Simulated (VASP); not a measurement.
Here is the system:

```yaml
crystal:
  lattice:
    - [-2.09700, 2.09700, 2.09700]
    - [2.09700, -2.09700, 2.09700]
    - [2.09700, 2.09700, -2.09700]
  atoms:
    - { symbol: Na, position: [0.00000, 0.00000, 0.00000] }
```

Level of theory: PBE GGA, VASP's PBE PAW potentials (set 64) (plane waves; VASP 6.6.1). Numerical set-up: 520 eV cut-off, Gaussian smearing of 0.050 eV, potentials Na_pv.

Task: Give the energies of bands 4 to 6 at the high-symmetry points, in eV from the Fermi level.

Result: 
| band | Γ | H | N | P |
|---|---|---|---|---|
| 4 | -3.33 | 4.49 | 0.72 | 2.68 |
| 5 | 11.73 | 4.49 | 1.19 | 2.68 |
| 6 | 11.73 | 4.88 | 8.19 | 2.68 |

It has no gap at this level: it comes out as a metal or semimetal.

The compound is Na in the bcc structure. It was relaxed first.
